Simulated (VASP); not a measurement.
Given:

```xyz
2
Lattice="0.0000 2.8807 2.8807 2.8807 0.0000 2.8807 2.8807 2.8807 0.0000" Properties=species:S:1:pos:R:3 pbc="T T T"
Ag     0.0000     0.0000     0.0000
Cl     2.8807     2.8807     2.8807
```

All values below come from RPBE GGA, VASP's PBE PAW potentials (set 64) (plane waves; VASP). Run with 520 eV cut-off, 7×7×7 Γ-centred mesh, Gaussian smearing of 0.050 eV, potentials Ag Cl.

Question: What does the run give for the energy per atom (σ→0)?

Answer: 
```json
{
 "energy per atom (σ→0)": "-2.368 eV/atom"
}
```

Total energies compare only between runs with the same potentials, cut-off and functional.

The compound is AgCl in the rock salt structure. It was relaxed first, which changed the volume by +12 %. The start is the result of an earlier pass.
